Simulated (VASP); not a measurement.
## WO$_{2}$ (relaxed from the rutile structure, space group P4_2/mnm): computed properties

Level of theory: LDA (Ceperley-Alder, Perdew-Zunger), VASP's LDA PAW potentials (set 64) (plane waves; VASP 6.6.1).

For WO$_{2}$, the space group is P4_2/mnm (136). The cell is a = b = 4.9405 Å, c = 2.6587 Å, α = β = γ = 90.00° and the volume per atom comes out as 10.82 Å³/atom. The band gap (over mesh and band path) comes out as none (metal, semimetal or under 0.01 eV) and the density is 11.05 g/cm³.

```cif
data_O4W2
_chemical_formula_sum 'W2 O4'
_space_group_name_H-M_alt 'P42/mnm'
_space_group_IT_number 136
_space_group_name_Hall '-P 4n 2n'
_cell_length_a 4.94051
_cell_length_b 4.94051
_cell_length_c 2.65868
_cell_angle_alpha 90.000
_cell_angle_beta 90.000
_cell_angle_gamma 90.000
loop_
_atom_site_label
_atom_site_type_symbol
_atom_site_symmetry_multiplicity
_atom_site_Wyckoff_symbol
_atom_site_fract_x
_atom_site_fract_y
_atom_site_fract_z
_atom_site_occupancy
W1 W 2 a 0.00000 0.00000 0.00000 1
O1 O 4 f 0.28022 0.28022 0.00000 1
```

Unless said otherwise, spin-orbit coupling is left out, though it shifts the bands of the heavy elements here.

The structure was generated: WO2 was put into the rutile type (P4_2/mnm), which need not be its known phase. It was relaxed first, which changed the volume by -12 %. Symmetry was kept, so distortions that lower it aren't found.
